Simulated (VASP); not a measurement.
Given:

```
ZrB2
1.0
    1.59248    -2.75825     0.00000
    1.59248     2.75825     0.00000
    0.00000     0.00000     3.56496
Zr B
1 2
Direct
  0.00000   0.00000   0.00000
  0.33333   0.66667   0.50000
  0.66667   0.33333   0.50000
```

Level of theory: RPBE GGA, VASP's PBE PAW potentials (set 64) (plane waves; VASP). Settings: 520 eV cut-off, 12×12×10 Γ-centred mesh, tetrahedra with Blöchl corrections, potentials Zr_sv B.

The cores are frozen, which limits the accuracy of field gradients.

Question: Give the principal components of the electric field gradient (V/Å²) and the asymmetry η at each nucleus.

Answer: 
```csv
atom,Vxx,Vyy,Vzz,η
Zr1,-20.8,-20.8,41.5,0.00
B2,-1.0,-1.0,2.0,0.00
B3,-1.0,-1.0,2.0,0.00
```

The compound is ZrB2 in the AlB2 type structure. It was relaxed first.
